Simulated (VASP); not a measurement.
Data:

```yaml
crystal:
  lattice:
    - [0.00000, 2.83436, 2.83436]
    - [2.83436, 0.00000, 2.83436]
    - [2.83436, 2.83436, 0.00000]
  atoms:
    - { symbol: Be, position: [0.00000, 0.00000, 0.00000] }
    - { symbol: Te, position: [0.25000, 0.25000, 0.25000] }
```

Calculation: PBE GGA, VASP's PBE PAW potentials (set 64) (plane waves; VASP). Run with 520 eV cut-off, Gaussian smearing of 0.050 eV, potentials Be Te.

Unless said otherwise, spin-orbit coupling is left out, though it shifts the bands of the heavy elements here.

Problem. Give the energies of bands 2 to 7 at the high-symmetry points, in eV from the valence-band maximum.

Solution. 
```csv
band,Γ,X,U,L,W
2,0.00,-5.01,-4.67,-5.42,-4.50
3,0.00,-2.57,-3.77,-1.10,-3.59
4,0.00,-2.57,-2.17,-1.10,-3.11
5,3.62,2.02,2.73,3.02,5.28
6,3.62,2.69,5.25,4.60,5.51
7,3.62,9.58,7.81,4.60,5.56
```

The gap is indirect, 2.02 eV, from the valence maximum at Γ to the conduction minimum at X.

Measured: gap 2.80 eV (computed value off by -0.78 eV), as given by Das et al., (2018), arXiv:1807.05623.

The compound is BeTe in the zinc blende structure. It was relaxed first.
